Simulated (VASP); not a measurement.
VASP ran on this input.

File POSCAR:
```
ZnO
1.0
  1.6305708274  -2.8242319605   0.0000000000
  1.6305708274   2.8242319605   0.0000000000
  0.0000000000   0.0000000000   5.2708350900
Zn O
2 2
Cartesian
  1.6305708274  -0.9414125363   2.6436359713
  1.6305708274   0.9414125363   0.0082184263
  1.6305708274  -0.9414125363   4.6406581231
  1.6305708274   0.9414125363   2.0052405781
```

### KPOINTS
```
Automatic mesh
0
Gamma
8 8 4
0 0 0
```

### INCAR
```
ALGO  =  Normal
EDIFF  =  1E-7
EDIFFG  =  -0.01
ENCUT  =  520
GGA  =  PE
IBRION  =  2
ISIF  =  4
ISMEAR  =  0
IVDW  =  12
LASPH  =  .TRUE.
LCHARG  =  .FALSE.
LMAXMIX  =  4
LREAL  =  .FALSE.
LWAVE  =  .FALSE.
NELM  =  100
NSW  =  30
PREC  =  Accurate
SIGMA  =  0.05
SYSTEM  =  ZnO
```

POTCAR, in this order: Zn O (PBE.64 set). Program: vasp_std.

Problem. Write an equivalent input for Quantum ESPRESSO's pw.x.

Solution. One equivalent input (not run):
```
&CONTROL
  calculation = 'vc-relax'
  pseudo_dir = './pseudo'
  outdir = './out'
  tprnfor = .true.
  tstress = .true.
  nstep = 30
  forc_conv_thr = 0.00039
/
&SYSTEM
  ibrav = 0
  nat = 4
  ntyp = 2
  ecutwfc = 84
  occupations = 'smearing'
  smearing = 'gaussian'
  degauss = 0.003675
  input_dft = 'pbe'
  vdw_corr = 'grimme-d3'
  dftd3_version = 4
  dftd3_threebody = .false.
/
&ELECTRONS
  conv_thr = 7.3e-09
  electron_maxstep = 100
/
&IONS
/
&CELL
  cell_dofree = 'shape'
/
ATOMIC_SPECIES
  Zn 65.380 Zn.upf
  O 15.999 O.upf
CELL_PARAMETERS angstrom
     1.6305708   -2.8242320    0.0000000
     1.6305708    2.8242320    0.0000000
     0.0000000    0.0000000    5.2708351
ATOMIC_POSITIONS crystal
  Zn   0.6666670  0.3333330  0.5015592
  Zn   0.3333330  0.6666670  0.0015592
  O    0.6666670  0.3333330  0.8804408
  O    0.3333330  0.6666670  0.3804408
K_POINTS automatic
  8 8 4 0 0 0
```
What does not carry over: the potentials are each code's own (VASP's PAW set, PseudoDojo norm-conserving files in pw.x), so ENCUT and ecutwfc are chosen apart and not converted; conv_thr bounds pw.x's estimated SCF error, while EDIFF bounds the energy change between steps; forc_conv_thr acts on force components and is met together with etot_conv_thr.

The compound is ZnO in the wurtzite structure. It was relaxed first.
